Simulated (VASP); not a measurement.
Calculation: PBEsol GGA, VASP's PBE PAW potentials (set 64) (plane waves; VASP).

The input files of a VASP run:

### INCAR
```
SYSTEM = CoS
PREC = Accurate
ENCUT = 400
EDIFF = 1E-7
NELM = 100
ALGO = Normal
LREAL = .FALSE.
LASPH = .TRUE.
ISMEAR = 0
SIGMA = 0.05
GGA = PS
LMAXMIX = 4
ISPIN = 2
MAGMOM = 0.7 0.0
LORBIT = 11
LWAVE = .FALSE.
LCHARG = .FALSE.
ICHARG = 11
```

### KPOINTS
```
k-points along high-symmetry lines
15
Line-mode
Reciprocal
  0.000000   0.000000   0.000000 ! GAMMA
  0.000000   0.500000   0.000000 ! X

  0.000000   0.500000   0.000000 ! X
  0.500000   0.500000   0.000000 ! M

  0.500000   0.500000   0.000000 ! M
  0.000000   0.000000   0.000000 ! GAMMA

  0.000000   0.000000   0.000000 ! GAMMA
  0.500000   0.500000   0.500000 ! R

  0.500000   0.500000   0.500000 ! R
  0.000000   0.500000   0.000000 ! X

  0.500000   0.500000   0.500000 ! R
  0.500000   0.500000   0.000000 ! M
```

### POSCAR
```
CoS
2.8301270
  0.9999999090   0.0000000000   0.0000000000
  0.0000000000   0.9999999090   0.0000000000
  0.0000000000   0.0000000000   0.9999999090
Co S
1 1
Cart
  0.0000000000   0.0000000000   0.0000000000
  0.4999999545   0.4999999545   0.4999999545
```

POTCAR, in this order: Co S (PBE.64 set). Program: vasp_std. Read from the step before: CHGCAR.

What will the output report for the number of irreducible k-points (NKPTS), number of bands (NBANDS), largest plane-wave count, number of space-group operations, FFT grid (NGX, NGY, NGZ)?

```
Item                                          Result
--------------------------------------  ------------
number of irreducible k-points (NKPTS)            90
number of bands (NBANDS)                          11
largest plane-wave count                         437
number of space-group operations                  48
FFT grid (NGX, NGY, NGZ)                18 × 18 × 18
```

The structure was generated: CoS was put into the CsCl type type (Pm-3m), which need not be its known phase. It was relaxed first, which changed the volume by -16 %.
